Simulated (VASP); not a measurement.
Output of a VASP run:

**OUTCAR**
```
 ion  position               nearest neighbor table
   1  0.000  0.000  0.000-   2 2.73   3 2.73   4 2.73   2 2.73   3 2.73   2 2.73   4 2.73   2 2.73
                             3 2.73   4 2.73   3 2.73   4 2.73
   2  0.000  0.500  0.500-   1 2.73   3 2.73   4 2.73   1 2.73   4 2.73   1 2.73   3 2.73   1 2.73
                             3 2.73   4 2.73   4 2.73   3 2.73
   3  0.500  0.000  0.500-   1 2.73   2 2.73   4 2.73   1 2.73   4 2.73   2 2.73   4 2.73   4 2.73
                             1 2.73   2 2.73   1 2.73   2 2.73
   4  0.500  0.500  0.000-   1 2.73   2 2.73   3 2.73   2 2.73   3 2.73   1 2.73   3 2.73   3 2.73
                             1 2.73   2 2.73   2 2.73   1 2.73
  LATTYP: Found a simple cubic cell.
 ALAT       =     3.8588885971
 Subroutine PRICEL returns:
 Original cell was already a primitive cell.
 Subroutine GETGRP returns: Found 48 space group operations
The static configuration has the point symmetry O_h .
The dynamic configuration has the point symmetry O_h .
 Subroutine INISYM returns: Found 48 space group operations
 Subroutine IBZKPT returns following result:
 Found     35 irreducible k-points:

 Following reciprocal coordinates:
            Coordinates               Weight
  0.000000  0.000000  0.000000      1.000000
  0.125000  0.000000  0.000000      6.000000
  0.250000  0.000000  0.000000      6.000000
  0.375000  0.000000  0.000000      6.000000
  0.500000  0.000000  0.000000      3.000000
  0.125000  0.125000  0.000000     12.000000
  0.250000  0.125000  0.000000     24.000000
  0.375000  0.125000  0.000000     24.000000
  0.500000  0.125000  0.000000     12.000000
  0.250000  0.250000  0.000000     12.000000
  0.375000  0.250000  0.000000     24.000000
  0.500000  0.250000  0.000000     12.000000
  0.375000  0.375000  0.000000     12.000000
  0.500000  0.375000  0.000000     12.000000
  0.500000  0.500000  0.000000      3.000000
  0.125000  0.125000  0.125000      8.000000
  0.250000  0.125000  0.125000     24.000000
  0.375000  0.125000  0.125000     24.000000
  0.500000  0.125000  0.125000     12.000000
  0.250000  0.250000  0.125000     24.000000
  0.375000  0.250000  0.125000     48.000000
  0.500000  0.250000  0.125000     24.000000
  0.375000  0.375000  0.125000     24.000000
  0.500000  0.375000  0.125000     24.000000
  0.500000  0.500000  0.125000      6.000000
  0.250000  0.250000  0.250000      8.000000
  0.375000  0.250000  0.250000     24.000000
  0.500000  0.250000  0.250000     12.000000
  0.375000  0.375000  0.250000     24.000000
  0.500000  0.375000  0.250000     24.000000
  0.500000  0.500000  0.250000      6.000000
  0.375000  0.375000  0.375000      8.000000
  0.500000  0.375000  0.375000     12.000000
  0.500000  0.500000  0.375000      6.000000
  0.500000  0.500000  0.500000      1.000000
   k-points           NKPTS =     35   k-points in BZ     NKDIM =     35   number of bands    NBANDS=     25
   number of dos      NEDOS =    301   number of ions     NIONS =      4
   total plane-waves  NPLWV =  21952
   dimension x,y,z NGX =    28 NGY =   28 NGZ =   28
   dimension x,y,z NGXF=    56 NGYF=   56 NGZF=   56
   ions per type =               1   3
   PREC   = accura    normal or accurate (medium, high low for compatibility)
   ISTART =      0    job   : 0-new  1-cont  2-samecut
   ICHARG =      2    charge: 1-file 2-atom 10-const
   ISPIN  =      1    spin polarized calculation?
   LNONCOLLINEAR =      F non collinear calculations
   LSORBIT =      F    spin-orbit coupling
   INIWAV =      1    electr: 0-lowe 1-rand  2-diag
   ENCUT  =  480.0 eV  35.28 Ry    5.94 a.u.   6.89  6.89  6.89*2*pi/ulx,y,z
   NELM   =    100;   NELMIN=  2; NELMDL= -5     # of ELM steps
   EDIFF  = 0.1E-06   stopping-criterion for ELM
   LREAL  =      F    real-space projection
   NLSPLINE    = F    spline interpolate recip. space projectors
   LMAXMIX     =    6 max onsite mixed and CHGCAR
   VOSKOWN=      0    Vosko Wilk Nusair interpolation
   EDIFFG = 0.1E-05   stopping-criterion for IOM
   NSW    =      0    number of steps for IOM
   NBLOCK =      1;   KBLOCK =      1    inner block; outer block
...
```

**OSZICAR**
```
       N       E                     dE             d eps       ncg     rms          rms(c)
DAV:   1     0.374915092658E+03    0.37492E+03   -0.20368E+04  1750   0.172E+03
DAV:   2    -0.238468752475E+01   -0.37730E+03   -0.37020E+03  1896   0.444E+02
DAV:   3    -0.348955715002E+02   -0.32511E+02   -0.31003E+02  2538   0.112E+02
DAV:   4    -0.359771982829E+02   -0.10816E+01   -0.10759E+01  2066   0.210E+01
DAV:   5    -0.360086718863E+02   -0.31474E-01   -0.31446E-01  2548   0.353E+00    0.253E+01
DAV:   6    -0.337938434563E+02    0.22148E+01   -0.18240E+01  2493   0.328E+01    0.131E+01
DAV:   7    -0.337513709418E+02    0.42473E-01   -0.25353E+01  2401   0.317E+01    0.111E+01
DAV:   8    -0.328477756715E+02    0.90360E+00   -0.18486E+00  2378   0.112E+01    0.462E+00
DAV:   9    -0.327868726738E+02    0.60903E-01   -0.22988E+00  2569   0.843E+00    0.282E+00
DAV:  10    -0.327062606147E+02    0.80612E-01   -0.55474E-01  2420   0.514E+00    0.304E-01
DAV:  11    -0.327086061581E+02   -0.23455E-02   -0.98291E-03  2388   0.820E-01    0.491E-01
DAV:  12    -0.327066216497E+02    0.19845E-02   -0.12248E-02  2360   0.675E-01    0.878E-02
DAV:  13    -0.327066024566E+02    0.19193E-04   -0.28830E-04  1987   0.127E-01    0.246E-02
DAV:  14    -0.327066156605E+02   -0.13204E-04   -0.18232E-04  2478   0.100E-01    0.441E-02
DAV:  15    -0.327066003290E+02    0.15331E-04   -0.37497E-05  2447   0.464E-02    0.161E-02
DAV:  16    -0.327065980754E+02    0.22536E-05   -0.14183E-05  2525   0.244E-02    0.221E-03
DAV:  17    -0.327065981771E+02   -0.10170E-06   -0.68709E-07  2459   0.564E-03    0.147E-03
DAV:  18    -0.327065981909E+02   -0.13808E-07   -0.21004E-08   997   0.117E-03
   1 F= -.32706598E+02 E0= -.32706710E+02  d E =0.334750E-03
```

OUTCAR:
```
------------------------ aborting loop because EDIFF is reached ----------------------------------------
  FORCE on cell =-STRESS in cart. coord.  units (eV):
  Direction    XX          YY          ZZ          XY          YZ          ZX
  --------------------------------------------------------------------------------------
  Total        3.1262205      3.1262205      3.1262205      0.0000000      0.0000000     -0.0000000
  in kB       87.1652675     87.1652675     87.1652675      0.0000000      0.0000000     -0.0000000
  external PRESSURE =      87.1652675 kB  Pullay stress =       0.0000000 kB
  volume of cell :       57.46
      direct lattice vectors                 reciprocal lattice vectors
     3.858888597  0.000000000  0.000000000     0.259141972  0.000000000  0.000000000
     0.000000000  3.858888597  0.000000000     0.000000000  0.259141972  0.000000000
     0.000000000  0.000000000  3.858888597     0.000000000  0.000000000  0.259141972
 POSITION                                       TOTAL-FORCE (eV/Angst)
 -----------------------------------------------------------------------------------
      0.00000      0.00000      0.00000         0.000000      0.000000      0.000000
      0.00000      1.92944      1.92944         0.000000      0.000000      0.000000
      1.92944      0.00000      1.92944         0.000000      0.000000      0.000000
      1.92944      1.92944      0.00000         0.000000      0.000000      0.000000
 -----------------------------------------------------------------------------------
    total drift:                               -0.000000      0.000000      0.000000
  FREE ENERGIE OF THE ION-ELECTRON SYSTEM (eV)
  ---------------------------------------------------
  free  energy   TOTEN  =       -32.7065981909 eV

  energy  without entropy=      -32.7069329413  energy(sigma->0) =      -32.70670977
```
(Selected blocks of OUTCAR.)

POSCAR:
```
Pt3Ti
1
    3.8588885971     0.0000000000     0.0000000000
    0.0000000000     3.8588885971     0.0000000000
    0.0000000000     0.0000000000     3.8588885971
Ti Pt
1 3
Direct
  0.0000000000   0.0000000000   0.0000000000
  0.0000000000   0.5000000000   0.5000000000
  0.5000000000   0.0000000000   0.5000000000
  0.5000000000   0.5000000000   0.0000000000
```

Task: Write an INCAR and KPOINTS that could have produced this output.

Result: One answer among several that fit: the input of the run itself, PBEsol GGA, plane waves, VASP's PBE PAW potentials (set 64).

### INCAR
```
ALGO = Normal
EDIFF = 1E-7
ENCUT = 480
GGA = PS
ISIF = 2
ISMEAR = 1
LASPH = T
LCHARG = F
LMAXMIX = 6
LREAL = F
LWAVE = F
NELM = 100
PREC = Accurate
SIGMA = 0.1
SYSTEM = Pt3Ti
```

**KPOINTS**
```
Automatic mesh
0
Gamma
8 8 8
0 0 0
```

POTCAR, in this order: Ti_sv Pt (PBE.64 set). Program: vasp_std.

The compound is Pt3Ti in the L1_2 structure. This cell was strained or had an atom moved on purpose.
